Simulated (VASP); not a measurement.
Method: AM05 GGA, VASP's PBE PAW potentials (set 64) (plane waves; VASP).

VASP ran on this input.

### POSCAR
```
BN
1
    0.0000000000     1.8027963409     1.8027963409
    1.8027963409     0.0000000000     1.8027963409
    1.8027963409     1.8027963409    -0.0000000000
B N
1 1
Direct
  0.0000000000   0.0000000000   0.0000000000
  0.2500000000   0.2500000000   0.2500000000
```

### KPOINTS
```
k-points along high-symmetry lines
15
Line-mode
Reciprocal
  0.000000   0.000000   0.000000 ! GAMMA
 -0.500000  -0.500000   0.000000 ! X

 -0.500000  -0.500000   0.000000 ! X
 -0.375000  -0.375000   0.250000 ! U

 -0.375000  -0.000000   0.375000 ! K
  0.000000   0.000000   0.000000 ! GAMMA

  0.000000   0.000000   0.000000 ! GAMMA
 -0.000000  -0.000000   0.500000 ! L

 -0.000000  -0.000000   0.500000 ! L
 -0.500000  -0.250000   0.250000 ! W

 -0.500000  -0.250000   0.250000 ! W
 -0.500000  -0.500000   0.000000 ! X
```

**INCAR**
```
! general
SYSTEM  =  BN
PREC    =  Accurate
ENCUT   =  520
LREAL   =  .FALSE.
LASPH   =  .TRUE.
ICHARG  =  11

! electronic loop
EDIFF   =  1E-7
NELM    =  100
ALGO    =  Normal

! smearing
ISMEAR  =  0
SIGMA   =  0.05

! functional
GGA     =  AM

! output
LWAVE   =  .FALSE.
LCHARG  =  .FALSE.
LORBIT  =  11
```

POTCAR, in this order: B N (PBE.64 set). Program: vasp_std. Read from the step before: CHGCAR.

The run wrote:

OUTCAR:
```
 ion  position               nearest neighbor table
   1  0.000  0.000  0.000-   2 1.56   2 1.56   2 1.56   2 1.56
   2  0.250  0.250  0.250-   1 1.56   1 1.56   1 1.56   1 1.56
  LATTYP: Found a face centered cubic cell.
 ALAT       =     3.6055926818
 Subroutine PRICEL returns:
 Original cell was already a primitive cell.
 Subroutine GETGRP returns: Found 24 space group operations
The static configuration has the point symmetry T_d .
The dynamic configuration has the point symmetry T_d .
 Subroutine INISYM returns: Found 24 space group operations
   k-points           NKPTS =     90   k-points in BZ     NKDIM =     90   number of bands    NBANDS=      8
   number of dos      NEDOS =    301   number of ions     NIONS =      2
   total plane-waves  NPLWV =   8000
   dimension x,y,z NGX =    20 NGY =   20 NGZ =   20
   dimension x,y,z NGXF=    40 NGYF=   40 NGZF=   40
   ions per type =               1   1
   PREC   = accura    normal or accurate (medium, high low for compatibility)
   ISTART =      0    job   : 0-new  1-cont  2-samecut
   ICHARG =     11    charge: 1-file 2-atom 10-const
   ISPIN  =      1    spin polarized calculation?
   LNONCOLLINEAR =      F non collinear calculations
   LSORBIT =      F    spin-orbit coupling
   INIWAV =      1    electr: 0-lowe 1-rand  2-diag
   ENCUT  =  520.0 eV  38.22 Ry    6.18 a.u.   4.74  4.74  4.74*2*pi/ulx,y,z
...
```

**OSZICAR**
```
       N       E                     dE             d eps       ncg     rms          rms(c)
DAV:   1     0.112570094388E+02    0.11257E+02   -0.53669E+03  1472   0.995E+02
DAV:   2    -0.158772924945E+02   -0.27134E+02   -0.24970E+02  1960   0.164E+02
DAV:   3    -0.160652920467E+02   -0.18800E+00   -0.18800E+00  1744   0.174E+01
DAV:   4    -0.160654400852E+02   -0.14804E-03   -0.14804E-03  2000   0.416E-01
DAV:   5    -0.160654401717E+02   -0.86567E-07   -0.86567E-07  1608   0.728E-03
DAV:   6    -0.160654401719E+02   -0.15837E-09   -0.15854E-09  1920   0.243E-04
   1 F= -.16065440E+02 E0= -.16065440E+02  d E =-.416356E-14
```

### OUTCAR
```
 val. band max:        7.4891994874   @ k =   0.0000   0.0000   0.0000

 cond. band min:      11.7876948175   @ k =  -0.5000  -0.5000   0.0000



 k-point     1 :       0.0000    0.0000    0.0000
  band No.  band energies     occupation
      1     -12.8235      2.00000
      2       7.4892      2.00000
      3       7.4892      2.00000
      4       7.4892      2.00000
      5      16.2701      0.00000
      6      16.2701      0.00000
      7      16.2701      0.00000
      8      17.9562      0.00000

 k-point     2 :      -0.0357   -0.0357    0.0000
  band No.  band energies     occupation
      1     -12.7815      2.00000
      2       7.3755      2.00000
      3       7.3775      2.00000
      4       7.3775      2.00000
      5      16.1957      0.00000
      6      16.4167      0.00000
      7      16.4167      0.00000
      8      18.0895      0.00000

 k-point     3 :      -0.0714   -0.0714    0.0000
  band No.  band energies     occupation
      1     -12.6559      2.00000
      2       7.0492      2.00000
      3       7.0666      2.00000
      4       7.0666      2.00000
      5      16.0057      0.00000
      6      16.8318      0.00000
      7      16.8318      0.00000
      8      18.4337      0.00000

 k-point     4 :      -0.1071   -0.1071    0.0000
  band No.  band energies     occupation
      1     -12.4475      2.00000
      2       6.5466      2.00000
      3       6.6135      2.00000
      4       6.6135      2.00000
      5      15.7436      0.00000
      6      17.4567      0.00000
      7      17.4567      0.00000
      8      18.8786      0.00000

 k-point     5 :      -0.1429   -0.1429    0.0000
  band No.  band energies     occupation
      1     -12.1579      2.00000
      2       5.9095      2.00000
      3       6.0794      2.00000
      4       6.0794      2.00000
      5      15.4280      0.00000
      6      18.2284      0.00000
      7      18.2284      0.00000
      8      19.2976      0.00000
...
```

The density is held fixed in this step, so its total energy and stress have no physical meaning.

The compound is BN in the zinc blende structure. It was relaxed first.
